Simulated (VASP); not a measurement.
# LiY3 (I4/mmm) in VASP: notebook

Aim: see how the results for LiY3 move with the level of theory and the settings. Levels: PBE, PBE+U. Tasks: single point.

Everything below comes from runs of VASP 6.6.1. Logs are shortened: lines on timing, memory, paths and dates and some standing lists are left out, and cuts for length are marked.

## Step 1: The structure

It takes space group I4/mmm (No. 139, tetragonal). Conventional cell: a = 4.734 Å, b = 4.734 Å, c = 10.653 Å, α = 90.00°, β = 90.00°, γ = 90.00°. Y (site symmetry 4/mmm) has 4 Li at 3.35 Å and 8 Y at 3.56 Å as nearest neighbours. Y (site symmetry -4m2) has 8 Y at 3.35 to 3.56 Å and 4 Li at 3.56 Å as nearest neighbours. Around Li (site symmetry 4/mmm) lie 12 Y at 3.35 to 3.56 Å.

The cell comes from a database or a generator and needn't be the stable form of this composition.

## Step 2: Single point, PBE

Input file INCAR:

```
SYSTEM = LiY3
ALGO = Normal ; EDIFF = 1E-6
ENCUT = 520 ; GGA = PE
ISIF = 2 ; ISMEAR = -1
LASPH = .TRUE. ; LCHARG = .FALSE.
LREAL = .FALSE. ; LWAVE = .FALSE.
NBANDS = 26 ; NELM = 100
PREC = Accurate ; SIGMA = 0.05
```

Input file KPOINTS:

```
k-points
0
G
  6 6 6
  0 0 0
```

Input file POSCAR:

```
LiY3
1.0
   -2.3671900000      2.3671900000      5.3266430000
    2.3671900000     -2.3671900000      5.3266430000
    2.3671900000      2.3671900000     -5.3266430000
Y Li
3 1
Direct
    0.5000000000      0.5000000000      0.0000000000
    0.2500000000      0.7500000000      0.5000000000
    0.7500000000      0.2500000000      0.5000000000
    0.0000000000      0.0000000000      0.0000000000
```

Potentials or basis: VASP PAW PBE potentials, release 64 (Y_sv, Li_sv).

Command:

```sh
> cat potpaw_PBE.64/Y_sv/POTCAR potpaw_PBE.64/Li_sv/POTCAR > POTCAR
> mpirun -np 1 vasp_std > vasp.out
```

OUTCAR:

```text
SYSTEM = LiY3
   EDIFF = 1E-6
   ENCUT = 520
   GGA = PE
   ISIF = 2
   ISMEAR = -1
   LASPH = .TRUE.
   LREAL = .FALSE.
   NELM = 100
   PREC = Accurate

 ion  position               nearest neighbor table
   1  0.500  0.500  0.000-   4 3.35   4 3.35   4 3.35   4 3.35   3 3.56   2 3.56   3 3.56   3 3.56
                             2 3.56   2 3.56   3 3.56   2 3.56
   2  0.250  0.750  0.500-   3 3.35   3 3.35   3 3.35   3 3.35   1 3.56   1 3.56   1 3.56   1 3.56

   3  0.750  0.250  0.500-   2 3.35   2 3.35   2 3.35   2 3.35   1 3.56   1 3.56   1 3.56   1 3.56

   4  0.000  0.000  0.000-   1 3.35   1 3.35   1 3.35   1 3.35

  LATTYP: Found a body centered tetragonal cell.
 ALAT       =     4.7343800000
 C/A-ratio  =     2.2501966467

  Lattice vectors:

 A1 = (  -2.3671900000,   2.3671900000,   5.3266430000)
 A2 = (   2.3671900000,  -2.3671900000,   5.3266430000)
 A3 = (   2.3671900000,   2.3671900000,  -5.3266430000)

Analysis of symmetry for initial positions (statically):
=====================================================================
 Subroutine PRICEL returns:
 Original cell was already a primitive cell.

 Routine SETGRP: Setting up the symmetry group for a
 body centered tetragonal supercell.

 Subroutine GETGRP returns: Found 16 space group operations
 (whereof 16 operations were pure point group operations)
 out of a pool of 16 trial point group operations.

The static configuration has the point symmetry D_4h.

Analysis of symmetry for dynamics (positions and initial velocities):
=====================================================================
 Subroutine PRICEL returns:
 Original cell was already a primitive cell.

 Routine SETGRP: Setting up the symmetry group for a
 body centered tetragonal supercell.

 Subroutine GETGRP returns: Found 16 space group operations
 (whereof 16 operations were pure point group operations)
 out of a pool of 16 trial point group operations.

The dynamic configuration has the point symmetry D_4h.

 Subroutine INISYM returns: Found 16 space group operations
 (whereof 16 operations are pure point group operations),
 and found     1 'primitive' translations

----------------------------------------------------------------------------------------

                                     Primitive cell

  volume of cell :     119.3933

  direct lattice vectors                    reciprocal lattice vectors
    -2.367190000  2.367190000  5.326643000     0.000000000  0.211220899  0.093867751
     2.367190000 -2.367190000  5.326643000     0.211220899  0.000000000  0.093867751
     2.367190000  2.367190000 -5.326643000     0.211220899  0.211220899  0.000000000

  length of vectors
     6.291287836  6.291287836  6.291287836     0.231139401  0.231139401  0.298711460

  position of ions in fractional coordinates (direct lattice)
     0.500000000  0.500000000  0.000000000
     0.250000000  0.750000000  0.500000000
     0.750000000  0.250000000  0.500000000
     0.000000000  0.000000000  0.000000000

  ion indices of the primitive-cell ions
   primitive index   ion index
                 1           1
                 2           2
                 3           3
                 4           4

----------------------------------------------------------------------------------------

 KPOINTS: k-points

Automatic generation of k-mesh.
 Grid dimensions read from file:
 generate k-points for:    6    6    6

 Generating k-lattice:

  Cartesian coordinates                     Fractional coordinates (reciprocal lattice)
     0.000000000  0.035203483  0.015644625     0.166666667 -0.000000000  0.000000000
     0.035203483  0.000000000  0.015644625    -0.000000000  0.166666667  0.000000000
     0.035203483  0.035203483  0.000000000     0.000000000  0.000000000  0.166666667

  Length of vectors
     0.038523234  0.038523234  0.049785243

  Shift w.r.t. Gamma in fractional coordinates (k-lattice)
     0.000000000  0.000000000  0.000000000

 Subroutine IBZKPT returns following result:
 ===========================================

 Found     30 irreducible k-points:

 Following reciprocal coordinates:
            Coordinates               Weight
  0.000000  0.000000  0.000000      1.000000
  0.166667  0.000000 -0.000000      8.000000
  0.333333  0.000000 -0.000000      8.000000
  0.500000  0.000000  0.000000      4.000000
  0.166667  0.166667  0.000000      8.000000
  0.333333  0.166667  0.000000     16.000000
[... 16 lines left out ...]
 -0.333333 -0.333333  0.166667      8.000000
 -0.166667 -0.333333  0.166667      8.000000
 [... further k-points ...]
   k-points           NKPTS =     30   k-points in BZ     NKDIM =     30   number of bands    NBANDS=     26
   number of dos      NEDOS =    301   number of ions     NIONS =      4
   total plane-waves  NPLWV = 110592
   dimension x,y,z NGX =    48 NGY =   48 NGZ =   48
   dimension x,y,z NGXF=    96 NGYF=   96 NGZF=   96
   ions per type =               3   1
   NGX,Y,Z   is equivalent  to a cutoff of  12.68, 12.68, 12.68 a.u.
   NGXF,Y,Z  is equivalent  to a cutoff of  25.37, 25.37, 25.37 a.u.
 SYSTEM =  LiY3
   PREC   = accura    normal or accurate (medium, high low for compatibility)
   ISTART =      0    job   : 0-new  1-cont  2-samecut
   ICHARG =      2    charge: 1-file 2-atom 10-const
   ISPIN  =      1    spin polarized calculation?
   LNONCOLLINEAR =      F non collinear calculations
   LSORBIT =      F    spin-orbit coupling
   LASPH  =      T    aspherical Exc in radial PAW
   ENCUT  =  520.0 eV  38.22 Ry    6.18 a.u.  11.70 11.70 11.70*2*pi/ulx,y,z
   NELM   =    100;   NELMIN=  2; NELMDL= -5     # of ELM steps
   EDIFF  = 0.1E-05   stopping-criterion for ELM
   LREAL  =      F    real-space projection
   EDIFFG = 0.1E-04   stopping-criterion for IOM
   NSW    =      0    number of steps for IOM
   IBRION =     -1    ionic relax: 0-MD 1-quasi-New 2-CG
   NFREE  =      0    steps in history (QN), initial steepest desc. (CG)
   ISIF   =      2    stress and relaxation
   ISYM   =      2    0-nonsym 1-usesym 2-fastsym
   POTIM  = 0.5000    time-step for ionic-motion
   TEBEG  =    0.0;   TEEND  =   0.0 temperature during run
   PSTRESS=    0.0 pullay stress
   NELECT =      36.0000    total number of electrons
   NUPDOWN=      -1.0000    fix difference up-down
   EMIN   =  10.00;   EMAX   =-10.00  energy-range for DOS
   EFERMI =   0.00;   METHOD = LEGACY
   ISMEAR =    -1;   SIGMA  =   0.05  broadening in eV -4-tet -1-fermi 0-gaus
   EFERMI_NEDOS =   21; number of points for ismear=-14 and -15
   IALGO  =     38    algorithm
   IMIX   =      4    mixing-type and parameters
     AMIX     =   0.40;   BMIX     =  1.00
     AMIX_MAG =   1.60;   BMIX_MAG =  1.00
  volume/ion in A,a.u.               =      29.85       201.43
  Fermi-wavevector in a.u.,A,eV,Ry     =   1.097781  2.074505 16.396697  1.205123
  Thomas-Fermi vector in A             =   2.234147
   LORBIT       =      0    0 simple, 1 ext, 2 COOP (PROOUT), +10 PAW based schemes
   GGA     = PE    functional components
   LHFCALC =     F    Hartree Fock is set to
   AEXX    =    0.0000 exact exchange contribution
   IVDW    =     0    specifies the selected vdW correction
   LEPSILON=     F    determine dielectric tensor
   LRPA    =     F    only Hartree local field effects (RPA)
 non-spin polarized calculation
  energy-cutoff  :      520.00
  volume of cell :      119.39
 maximum number of plane-waves:      3231
   NGX = 23   NGY = 23   NGZ = 23

 number of electron      35.9999996 magnetization

 Free energy of the ion-electron system (eV)
  ---------------------------------------------------
  ext. energy  EPLUGINS =         0.00000000
  ---------------------------------------------------
  free energy    TOTEN  =       -20.44876503 eV

  energy without entropy =      -20.39050597  energy(sigma->0) =      -20.41963550

 E-fermi :   2.5526     XC(G=0):  -9.0012

 val. band max:        2.5501044072   @ k =  -0.3333   0.1667  -0.0000
 cond. band min:       2.5544142832   @ k =  -0.1667   0.1667   0.1667
 fundamental gap:      0.0043098760
 Fermi energy:         2.5525726743

 k-point     1 :       0.0000    0.0000    0.0000
  band No.  band energies     occupation
      1     -43.2064      2.00000
      2     -40.3136      2.00000
      3     -40.1875      2.00000
      4     -40.0989      2.00000
      5     -20.4361      2.00000
      6     -20.3996      2.00000
[... 18 lines left out ...]
     25       5.3452      0.00000
     26       5.3683      0.00000

 k-point     2 :       0.1667    0.0000   -0.0000
  band No.  band energies     occupation
      1     -43.2063      2.00000
      2     -40.3116      2.00000
      3     -40.1828      2.00000
      4     -40.1053      2.00000
      5     -20.4414      2.00000
      6     -20.3793      2.00000
[... 18 lines left out ...]
     25       5.4443      0.00000
     26       5.6979      0.00000

 k-point     3 :       0.3333    0.0000   -0.0000
  band No.  band energies     occupation
      1     -43.2063      2.00000
      2     -40.3078      2.00000
      3     -40.1687      2.00000
      4     -40.1230      2.00000
      5     -20.4086      2.00000
      6     -20.3701      2.00000
[... 18 lines left out ...]
     25       5.4206      0.00000
     26       5.7625      0.00000

 k-point     4 :       0.5000    0.0000    0.0000
  band No.  band energies     occupation
      1     -43.2063      2.00000
      2     -40.3061      2.00000
      3     -40.1475      2.00000
      4     -40.1458      2.00000
      5     -20.3982      2.00000
      6     -20.3451      2.00000
[... 18 lines left out ...]
     25       5.1343      0.00000
     26       5.2514      0.00000
[... 496 lines left out ...]
      1     -43.2063      2.00000
      2     -40.3059      2.00000
      3     -40.1708      2.00000
      4     -40.1229      2.00000
      5     -20.3921      2.00000
      6     -20.3774      2.00000
[... 18 lines left out ...]
     25       5.0455      0.00000
     26       5.8044      0.00000

 k-point    23 :      -0.3333   -0.3333    0.1667
  band No.  band energies     occupation
      1     -43.2063      2.00000
      2     -40.3062      2.00000
      3     -40.1826      2.00000
      4     -40.1110      2.00000
      5     -20.4668      2.00000
      6     -20.3756      2.00000
[... 18 lines left out ...]
     25       5.6326      0.00000
     26       5.9956      0.00000

 k-point    24 :      -0.1667   -0.3333    0.1667
  band No.  band energies     occupation
      1     -43.2063      2.00000
      2     -40.3085      2.00000
      3     -40.1860      2.00000
      4     -40.1054      2.00000
      5     -20.4233      2.00000
      6     -20.4167      2.00000
[... 18 lines left out ...]
     25       5.3255      0.00000
     26       6.2307      0.00000

 [... further k-points ...]

------------------------ aborting loop because EDIFF is reached ----------------------------------------

  FORCE on cell =-STRESS in cart. coord.  units (eV):
  Direction    XX          YY          ZZ          XY          YZ          ZX
  --------------------------------------------------------------------------------------
  -------------------------------------------------------------------------------------
  Total        0.0215628      0.0215628     -0.1912598      0.0000000      0.0000000     -0.0000000
  in kB        0.2893585      0.2893585     -2.5665774      0.0000000      0.0000000     -0.0000000
  external PRESSURE =      -0.6626202 kB  Pullay stress =       0.0000000 kB

 VOLUME and BASIS-vectors are now :
 -----------------------------------------------------------------------------
  energy-cutoff  :      520.00
  volume of cell :      119.39
      direct lattice vectors                 reciprocal lattice vectors
    -2.367190000  2.367190000  5.326643000     0.000000000  0.211220899  0.093867751
     2.367190000 -2.367190000  5.326643000     0.211220899  0.000000000  0.093867751
     2.367190000  2.367190000 -5.326643000     0.211220899  0.211220899  0.000000000

 POSITION                                       TOTAL-FORCE (eV/Angst)
 -----------------------------------------------------------------------------------
      0.00000      0.00000      5.32664         0.000000     -0.000000      0.000000
      2.36719      0.00000      2.66332        -0.000000      0.000000      0.000000
      0.00000      2.36719      2.66332        -0.000000      0.000000     -0.000000
      0.00000      0.00000      0.00000         0.000000     -0.000000      0.000000
 -----------------------------------------------------------------------------------
    total drift:                                0.000000     -0.000000      0.000000

  FREE ENERGIE OF THE ION-ELECTRON SYSTEM (eV)
  ---------------------------------------------------
  free  energy   TOTEN  =       -20.4487650328 eV

  energy  without entropy=      -20.3905059670  energy(sigma->0) =      -20.41963550
```

Wall time 2.4 min (1 thread of Intel Xeon Platinum 8488C (Sapphire Rapids), shared host); peak memory 0.37 GiB.

Results:

- Free energy: -20.4488 eV
- Band gap on the k mesh: none (metal or under the smearing width)

Caveat: the cutoff is under 1.25 times the usual one of these potentials, so pressure, stress and relaxed cells hold a basis-set (Pulay) error.

(Part 1 of 2 ends here.)
